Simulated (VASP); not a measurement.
Input:

```
Re
1.0
    1.38000    -2.39023     0.00000
    1.38000     2.39023     0.00000
    0.00000     0.00000     4.46000
Re
2
Direct
  0.33333   0.66667   0.25000
  0.66667   0.33333   0.75000
```

All values below come from PBE GGA, VASP's PBE PAW potentials (set 64) (plane waves; VASP). Settings: 400 eV cut-off, 13×13×7 Monkhorst-Pack mesh, first-order Methfessel-Paxton smearing of 0.10 eV, potentials Re.

**Question.** Give the stress tensor in GPa (positive for a compressed cell).

**Answer.** 
```
5.92  0.00  0.00
0.00  5.92  0.00
0.00  0.00  4.69
```
The pressure is its mean diagonal, 5.51 GPa.

The compound is Re in the hcp structure. The cell was not relaxed at this level. The run is one of a series of settings (KPOINTS 13×13×7 Monkhorst-Pack mesh against the base run), some of them coarse on purpose.
